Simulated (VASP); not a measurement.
Consider the following.

```
CELL_PARAMETERS angstrom
      1.92171    -3.32850     0.00000
      1.92171     3.32850     0.00000
      0.00000     0.00000     6.00152
ATOMIC_POSITIONS crystal
  Sn 0.00000 0.00000 0.00000
  Se 0.33333 0.66667 0.26549
  Se 0.66667 0.33333 0.73451
```

Computed with PBE GGA with D3 dispersion (Becke-Johnson damping), VASP's PBE PAW potentials (set 64) (plane waves; VASP). Numerical set-up: 520 eV cut-off, Gaussian smearing of 0.050 eV, potentials Sn_d Se.

Unless said otherwise, spin-orbit coupling is left out, though it shifts the bands of the heavy elements here.

Task: Give the energies of bands 8 to 16 at the high-symmetry points, in eV from the valence-band maximum.

Result: 
| band | Γ | M | K | A | L | H |
|---|---|---|---|---|---|---|
| 8 | -6.52 | -7.21 | -7.45 | -5.40 | -7.39 | -7.35 |
| 9 | -0.76 | -4.38 | -3.61 | -2.48 | -5.05 | -4.36 |
| 10 | -0.76 | -3.27 | -3.61 | -0.93 | -2.41 | -4.36 |
| 11 | -0.60 | -2.71 | -3.32 | -0.93 | -2.08 | -3.89 |
| 12 | -0.60 | -1.71 | -2.00 | -0.33 | -1.14 | -0.43 |
| 13 | -0.14 | -0.41 | -2.00 | -0.33 | -1.03 | -0.43 |
| 14 | 0.65 | 1.07 | 0.72 | 2.34 | 0.58 | 2.17 |
| 15 | 2.87 | 3.46 | 6.18 | 2.73 | 3.87 | 4.15 |
| 16 | 4.44 | 4.85 | 6.18 | 4.05 | 4.49 | 4.15 |

The gap is indirect, 0.41 eV, from the valence maximum at K-Γ at 0.78 to the conduction minimum at L-M at 0.33.

Measured: gap 0.98 eV (computed value off by -0.57 eV), as given by Joseph M. Gonzalez et al., Physical Review B (2016), arXiv:1609.04381.

The compound is SnSe2 in the 1T layered structure. It was relaxed first.
